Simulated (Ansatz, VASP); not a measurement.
# ZnCo: VASP beside Ansatz

One calculation is typed for both programs; each brings its own data sets and cutoff. How far apart do they land?

Calculated with Ansatz 0.2.0; plane waves, with VASP 6.6.1 beside it; single point at PBEsol, DFT+U.

### Step 1. The structure

The structure is hexagonal, space group P-6m2 (No. 187). Conventional cell: a = 2.607 Å, b = 2.607 Å, c = 4.172 Å, α = 90.00°, β = 90.00°, γ = 120.00°. Nearest to Zn lie 6 Co at 2.57 Å and 6 Zn at 2.61 Å. Co has 6 Zn at 2.57 Å and 6 Co at 2.61 Å nearest. Farther neighbours are not listed.

Structure file:

```cif
data_structure
_symmetry_space_group_name_H-M 'P 1'
_symmetry_Int_Tables_number 1
_cell_length_a 2.6072
_cell_length_b 2.6072
_cell_length_c 4.1717
_cell_angle_alpha 90.000
_cell_angle_beta 90.000
_cell_angle_gamma 120.000
_cell_volume 24.56
loop_
_atom_site_label
_atom_site_type_symbol
_atom_site_fract_x
_atom_site_fract_y
_atom_site_fract_z
_atom_site_occupancy
Zn1 Zn 0.66667 0.33333 0.00000 1
Co2 Co 0.00000 0.00000 0.50000 1
```

### Step 2. VASP: single point, PBEsol, DFT+U

With cell and atoms fixed, the geometry can't cause a difference; cores, projectors, grids and the points listed under the comparison can.

Lines of VASP's logs that name or quote its potential files are left out, and so is its time.

INCAR

```
SYSTEM = ZnCo
PREC = Accurate
ENCUT = 350
EDIFF = 1E-07
NELM = 150
ISMEAR = 1
SIGMA = 0.05
LREAL = .FALSE.
ALGO = Normal
GGA = PS
NBANDS = 17
ISPIN = 2
MAGMOM = 0 2
LDAU = .TRUE.
LDAUTYPE = 2
LDAUL = -1 2
LDAUU = 0 2
LDAUJ = 0 0
LDAUPRINT = 1
LASPH = .TRUE.
LMAXMIX = 4
LORBIT = 11
LWAVE = .FALSE.
LCHARG = .TRUE.
KPAR = 4
AMIX = 0.2
BMIX = 1E-04
AMIX_MAG = 0.8
BMIX_MAG = 1E-04
```

POSCAR

```
ZnCo
1.0
    2.6072238118      0.0000000000      0.0000000000
   -1.3036119059      2.2579220543      0.0000000000
    0.0000000000      0.0000000000      4.1716830000
Zn Co
1 1
Direct
    0.6666666667      0.3333333333      0.0000000000
    0.0000000000      0.0000000000      0.5000000000
```

KPOINTS

```
Automatic mesh
0
Gamma
11 11 6
0 0 0
```

PAW data sets: Zn and Co (PBE family, release 64).

Command:

```
> mpirun -np 4 vasp_std
```

Numbers of over 12 decimals in the logs are rounded to 6 here.

What it wrote:

```text
[banner, memory and clock lines left out]
running    4 mpi-ranks, on    1 nodes
 distrk:  each k-point on    1 cores,    4 groups
 distr:  one band on    1 cores,    1 groups

 POSCAR found type information on POSCAR ZnCo
 POSCAR found :  2 types and       2 ions
|                                                                             |
|               ----> ADVICE to this user running VASP <----                  |
|                                                                             |
|     You enforced a specific xc type in the INCAR file but a different       |
|     [... a line on the potential file left out ...]
|     I HOPE YOU KNOW WHAT YOU ARE DOING!                                     |
|                                                                             |

 LDA part: xc-table for (Slater+PW92), standard interpolation
 POSCAR, INCAR and KPOINTS ok, starting setup
 FFT: planning ... GRIDC
 FFT: planning ... GRID_SOFT
 FFT: planning ... GRID
 WAVECAR not read
 entering main loop
       N       E                     dE             d eps       ncg     rms          rms(c)
DAV:   1     0.758399675473E+02    0.75840E+02   -0.79095E+03  4488   0.139E+03
DAV:   2    -0.635170754664E+01   -0.82192E+02   -0.78884E+02  4372   0.237E+02
DAV:   3    -0.867838296650E+01   -0.23267E+01   -0.23160E+01  5064   0.498E+01
DAV:   4    -0.869963211087E+01   -0.21249E-01   -0.21245E-01  5454   0.404E+00
DAV:   5    -0.870008174570E+01   -0.44963E-03   -0.44961E-03  5064   0.519E-01    0.111E+01
DAV:   6    -0.780810327142E+01    0.89198E+00   -0.48087E+00  4592   0.328E+01    0.497E+00
DAV:   7    -0.764028042801E+01    0.16782E+00   -0.71808E-01  6052   0.241E+01    0.451E+00
DAV:   8    -0.759571118530E+01    0.44569E-01   -0.26433E-01  5683   0.851E+00    0.293E+00
DAV:   9    -0.759380404294E+01    0.19071E-02   -0.35772E-02  5395   0.235E+00    0.125E+00
DAV:  10    -0.759457268720E+01   -0.76864E-03   -0.61022E-03  5650   0.165E+00    0.392E-01
DAV:  11    -0.759499641894E+01   -0.42373E-03   -0.16143E-03  5104   0.474E-01    0.116E-01
DAV:  12    -0.759523532200E+01   -0.23890E-03   -0.33537E-04  5919   0.301E-01    0.602E-02
DAV:  13    -0.759540010048E+01   -0.16478E-03   -0.16850E-04  5663   0.176E-01    0.375E-02
DAV:  14    -0.759544239730E+01   -0.42297E-04   -0.94707E-05  5676   0.100E-01    0.169E-02
DAV:  15    -0.759544663718E+01   -0.42399E-05   -0.29663E-05  5962   0.565E-02    0.897E-03
DAV:  16    -0.759544742529E+01   -0.78811E-06   -0.26188E-06  5592   0.198E-02    0.372E-03
DAV:  17    -0.759544779705E+01   -0.37176E-06   -0.10661E-06  4686   0.117E-02    0.204E-03
DAV:  18    -0.759544768691E+01    0.11015E-06   -0.25320E-07  3019   0.552E-03    0.113E-03
DAV:  19    -0.759544779477E+01   -0.10786E-06   -0.27238E-07  3061   0.632E-03    0.689E-04
DAV:  20    -0.759544771250E+01    0.82270E-07   -0.43173E-08  2321   0.236E-03
   1 F= -.75954477E+01 E0= -.75953176E+01  d E =-.390469E-03  mag=     1.6946
```

OUTCAR, selected parts (step 2):

```text
ion  position               nearest neighbor table
   1  0.667  0.333  0.000-   2 2.57   2 2.57   2 2.57   2 2.57   2 2.57   2 2.57
   2  0.000  0.000  0.500-   1 2.57   1 2.57   1 2.57   1 2.57   1 2.57   1 2.57

  LATTYP: Found a hexagonal cell.
 ALAT       =     2.6072238118
 C/A-ratio  =     1.6000479058

 Subroutine GETGRP returns: Found 12 space group operations
 (whereof 12 operations were pure point group operations)

The static configuration has the point symmetry D_3h.

 Found     64 irreducible k-points:

   k-points           NKPTS =     64   k-points in BZ     NKDIM =     64   number of bands    NBANDS=     17

   dimension x,y,z NGX =    16 NGY =   16 NGZ =   28
   dimension x,y,z NGXF=    32 NGYF=   32 NGZF=   56

   ENCUT  =  350.0 eV  25.72 Ry    5.07 a.u.   3.98  3.98  6.36*2*pi/ulx,y,z

   NELECT =      21.0000    total number of electrons

 k-points in reciprocal lattice and weights: Automatic mesh
   0.00000000  0.00000000  0.00000000       0.001
   0.09090909  0.00000000  0.00000000       0.008
   0.18181818  0.00000000  0.00000000       0.008
   0.27272727  0.00000000  0.00000000       0.008
   0.36363636 -0.00000000  0.00000000       0.008
   0.45454545  0.00000000  0.00000000       0.008
   0.09090909  0.09090909  0.00000000       0.008
   0.18181818  0.09090909  0.00000000       0.017
   0.27272727  0.09090909  0.00000000       0.017
[...]
0.27272727  0.27272727  0.50000000       0.008
   0.36363636  0.27272727  0.50000000       0.008

atom =   2  type =  2  l = 2

 onsite density matrix

spin component  1

  0.9096  0.0000  0.0000 -0.0000  0.0000
  0.0000  0.9196 -0.0000  0.0000  0.0000
  0.0000 -0.0000  0.8869  0.0000 -0.0000
 -0.0000  0.0000  0.0000  0.9196  0.0000
  0.0000  0.0000 -0.0000  0.0000  0.9096

spin component  2

  0.6135  0.0000  0.0000  0.0000 -0.0000
  0.0000  0.3645 -0.0000 -0.0000 -0.0000
  0.0000 -0.0000  0.7844 -0.0000 -0.0000
  0.0000 -0.0000 -0.0000  0.3645 -0.0000
 -0.0000 -0.0000 -0.0000 -0.0000  0.6135

 occupancies and eigenvectors

  o =  0.3645  v =  0.0000  0.0000  0.0000  0.0000  0.0000  0.0000  1.0000  0.0000 -0.0000  0.0000      0.0000  0.0000  0.0000  0.0000  0.0000  0.0000  0.0000  0.0000  0.0000  0.0000
  o =  0.3645  v =  0.0000  0.0000  0.0000  0.0000  0.0000  0.0000 -0.0000 -0.0000 -1.0000 -0.0000      0.0000  0.0000  0.0000  0.0000  0.0000  0.0000  0.0000  0.0000  0.0000  0.0000
  o =  0.6135  v =  0.0000  0.0000  0.0000  0.0000  0.0000  1.0000  0.0000  0.0000  0.0000  0.0000      0.0000  0.0000  0.0000  0.0000  0.0000  0.0000  0.0000  0.0000  0.0000  0.0000
  o =  0.6135  v =  0.0000  0.0000  0.0000  0.0000  0.0000  0.0000 -0.0000  0.0000 -0.0000  1.0000      0.0000  0.0000  0.0000  0.0000  0.0000  0.0000  0.0000  0.0000  0.0000  0.0000
  o =  0.7844  v =  0.0000  0.0000  0.0000  0.0000  0.0000  0.0000 -0.0000  1.0000 -0.0000 -0.0000      0.0000  0.0000  0.0000  0.0000  0.0000  0.0000  0.0000  0.0000  0.0000  0.0000
  o =  0.8869  v =  0.0000 -0.0000 -1.0000 -0.0000 -0.0000  0.0000  0.0000  0.0000  0.0000  0.0000      0.0000  0.0000  0.0000  0.0000  0.0000  0.0000  0.0000  0.0000  0.0000  0.0000
  o =  0.9096  v =  1.0000  0.0000  0.0000  0.0000  0.0000  0.0000  0.0000  0.0000  0.0000  0.0000      0.0000  0.0000  0.0000  0.0000  0.0000  0.0000  0.0000  0.0000  0.0000  0.0000
  o =  0.9096  v =  0.0000  0.0000  0.0000  0.0000 -1.0000  0.0000  0.0000  0.0000  0.0000  0.0000      0.0000  0.0000  0.0000  0.0000  0.0000  0.0000  0.0000  0.0000  0.0000  0.0000
  o =  0.9196  v =  0.0000  1.0000 -0.0000  0.0000  0.0000  0.0000  0.0000  0.0000  0.0000  0.0000      0.0000  0.0000  0.0000  0.0000  0.0000  0.0000  0.0000  0.0000  0.0000  0.0000
  o =  0.9196  v =  0.0000 -0.0000 -0.0000  1.0000  0.0000  0.0000  0.0000  0.0000  0.0000  0.0000      0.0000  0.0000  0.0000  0.0000  0.0000  0.0000  0.0000  0.0000  0.0000  0.0000

 average (electrostatic) potential at core
       1 -33.1205       2 -81.8651

 E-fermi :   6.4393

 spin component 1
 k-point     1 :       0.0000    0.0000    0.0000
  band No.  band energies     occupation
    ...
      8       3.3384      1.00000
      9       3.3384      1.00000
     10       3.7664      1.00000
     11       3.7664      1.00000
     12       4.5913      1.00000
     13       9.1523      0.00000
     14      25.4595      0.00000
     15      25.4595      0.00000
     16      26.2121      0.00000
     17      27.5703      0.00000

 k-point     2 :       0.0909    0.0000    0.0000
  band No.  band energies     occupation
    ...
      8       3.2700      1.00000
      9       3.2808      1.00000
     10       3.4443      1.00000
     11       3.7521      1.00000
     12       5.3722      1.00000
     13       9.2384      0.00000
     14      21.9914      0.00000
     15      23.6395      0.00000
     16      25.2375      0.00000
     17      29.1282      0.00000

 k-point     3 :       0.1818    0.0000    0.0000
  band No.  band energies     occupation
    ...
      7       2.4895      1.00000
      8       2.7574      1.00000
      9       3.1631      1.00000
     10       3.7137      1.00000
     11       3.7375      1.00000
     12       6.7418     -0.00000
     13       9.5298      0.00000
     14      17.7202      0.00000
     15      21.4342      0.00000
     16      24.0966      0.00000
    ...

 k-point     4 :       0.2727    0.0000    0.0000
  band No.  band energies     occupation
    ...
      7       2.3916      1.00000
      8       2.5272      1.00000
      9       3.4143      1.00000
     10       3.6642      1.00000
     11       4.1440      1.00000
     12       8.4225      0.00000
     13      10.0824      0.00000
     14      13.8456      0.00000
     15      19.6115      0.00000
     16      22.0179      0.00000
    ...

 k-point     5 :       0.3636   -0.0000    0.0000
  band No.  band energies     occupation
    ...
      7       2.1579      1.00000
      8       2.3969      1.00000
      9       3.6193      1.00000
     10       3.9186      1.00000
     11       4.5450      1.00000
     12       9.7246      0.00000
     13      10.3536      0.00000
     14      11.8255      0.00000
     15      18.2963      0.00000
     16      18.7717      0.00000
    ...

 k-point     6 :       0.4545    0.0000    0.0000
  band No.  band energies     occupation
    ...
      7       2.0430      1.00000
      8       2.5529      1.00000
      9       3.5929      1.00000
     10       4.4000      1.00000
     11       4.7984      1.00000
     12       7.3231     -0.00000
     13      12.3151      0.00000
     14      13.0297      0.00000
     15      16.1623      0.00000
     16      17.0268      0.00000
    ...

  Total       -1.2041694     -1.2041694     -0.3096083     -0.0000000     -0.0000000      0.0000000
  in kB      -78.5596657    -78.5596657    -20.1987576     -0.0000000     -0.0000000      0.0000000
  external PRESSURE =     -59.1060297 kB  Pullay stress =       0.0000000 kB

  energy-cutoff  :      350.00
  volume of cell :       24.56
      direct lattice vectors                 reciprocal lattice vectors
     2.607223812  0.000000000  0.000000000     0.383549734  0.221442542  0.000000000
    -1.303611906  2.257922054  0.000000000     0.000000000  0.442885085  0.000000000
     0.000000000  0.000000000  4.171683000     0.000000000  0.000000000  0.239711407

 POSITION                                       TOTAL-FORCE (eV/Angst)
 -----------------------------------------------------------------------------------
      1.30361      0.75264      0.00000         0.000000     -0.000000      0.000000
      0.00000      0.00000      2.08584        -0.000000      0.000000      0.000000
 -----------------------------------------------------------------------------------
    total drift:                               -0.000012      0.000007      0.000000

  FREE ENERGIE OF THE ION-ELECTRON SYSTEM (eV)
  ---------------------------------------------------
  free  energy   TOTEN  =        -7.5954477125 eV

  energy  without entropy=       -7.5950572433  energy(sigma->0) =       -7.59531756

 total charge
# of ion       s       p       d       tot
------------------------------------------
    1        0.624   0.575   9.734  10.932
    2        0.423   0.441   7.260   8.124
--------------------------------------------------
tot          1.047   1.015  16.994  19.056

 magnetization (x)
# of ion       s       p       d       tot
------------------------------------------
    1       -0.012  -0.018  -0.001  -0.032
    2       -0.001  -0.027   1.807   1.779
--------------------------------------------------
tot         -0.014  -0.045   1.806   1.747

[... 6 further parts left out ...]
```

A U on the itinerant d states of such a compound is hard to justify; it moves the bands at the Fermi level and favours large moments.

(Continued in part 2 of 2.)

[Lines on the potential files, build, host, timing and source positions are cut from VASP's logs without a mark.]

[Logs are printed without paths, hosts, clocks, repeated set-up lines and the standing remarks that a program may print on its own settings, such as how far it seeks lower states.]

[Hosts, paths, dates, database ids (printed as entryN), source tags and the programs' standing remarks are cut or masked in the printed files.]
